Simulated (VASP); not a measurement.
# BeCd2S3: relaxation of cell and atoms with PBE

The system is BeCd2S3.

```
Be Cd S
1.0
    -1.92000    1.92000    8.14500
     1.92000   -1.92000    8.14500
     1.92000    1.92000   -8.14500
Be Cd S
1 2 3
Cartesian
  0.0000 0.0000 0.0000
  0.0000 0.0000 10.6700
  0.0000 0.0000 5.6200
  1.9200 0.0000 6.9558
  1.9200 0.0000 1.1892
  0.0000 1.9200 4.0725
```

The cell was built by a generator and needn't be a form met in nature.

```yaml
Program: VASP 6.6.1
Task: relaxation of cell and atoms
Functional: PBE
Potentials_or_basis: VASP PAW PBE potentials, release 64 (Be, Cd, S)
Cutoff: 520 eV
k_mesh: 5 × 5 × 5
Occupations: gaussian, width 0.15 eV
Spin: no spin polarisation
Further_INCAR_settings: PREC = Normal; ALGO = Fast; EDIFF = 0.0001; IBRION = 2; EDIFFG = -0.08; NSW = 24; ISIF = 3
```

```
Relaxed volume                         : 21.65 Å³/atom
Relaxed cell                           : a = 9.102 Å, b = 9.102 Å, c = 9.102 Å, α = 155.46°, β = 155.46°, γ = 34.98°
Space group after relaxing (to 0.05 Å) : I-4m2 (No. 119)
Energy gained by relaxing              : 141.9 meV/atom
Ionic steps                            : 10
Pressure after relaxing                : 0.0 GPa
Largest force after relaxing           : 0.046 eV/Å
Band gap on the k mesh                 : 1.61 eV, direct
```

Forces in eV/Å, atoms in the order of the input:
```
Be   0.000  0.000  0.000
Cd   0.000  0.000  0.017
Cd   0.000  0.000 -0.017
S    0.000  0.000 -0.046
S    0.000  0.000  0.046
S    0.000  0.000  0.000
```

Stress tensor (GPa, compression positive):
```
-0.07  0.00  0.00
 0.00 -0.07  0.00
 0.00  0.00  0.05
```

Step by step:
```csv
step,energy change (eV),largest force (eV/Å),pressure (GPa),volume (Å³)
1,0.0000,2.8018,9.05,120.10
2,-0.6596,0.2735,-3.94,140.84
3,-0.7231,0.7390,-1.82,135.46
4,-0.7230,0.7600,-1.63,135.14
5,-0.8007,0.3754,-0.49,132.08
6,-0.8179,0.4539,0.62,129.42
7,-0.8187,0.4089,0.69,129.84
8,-0.8402,0.2815,-0.01,130.63
9,-0.8451,0.1912,-0.50,131.20
10,-0.8514,0.0460,-0.03,129.88
```

Final structure:
```yaml
crystal:
  lattice:
    - [-1.93399, 1.93399, 8.68091]
    - [1.93399, -1.93399, 8.68091]
    - [1.93399, 1.93399, -8.68091]
  atoms:
    - { symbol: Be, position: [0.00000, 0.00000, 0.00000] }
    - { symbol: Cd, position: [0.65581, 0.65581, 0.00000] }
    - { symbol: Cd, position: [0.34419, 0.34419, 0.00000] }
    - { symbol: S, position: [0.43927, 0.93927, 0.50000] }
    - { symbol: S, position: [0.06073, 0.56073, 0.50000] }
    - { symbol: S, position: [0.75000, 0.25000, 0.50000] }
```

Levels at points of the mesh, in eV from the valence-band top:
```csv
k point,band 20,band 21,band 22,band 23,band 24,band 25
"(0.00, 0.00, 0.00)",-0.72,0.00,0.00,1.61,3.45,4.28
```

It took 6.1 min on 1 thread of Intel(R) Xeon(R) Platinum 8488C (Sapphire Rapids) (shared host), peak memory 0.38 GiB.

Caveat: the k mesh is coarse (spacing up to 0.46 Å⁻¹), so the values aren't converged; an odd mesh through Γ misses points on the zone boundary, where band edges often lie.
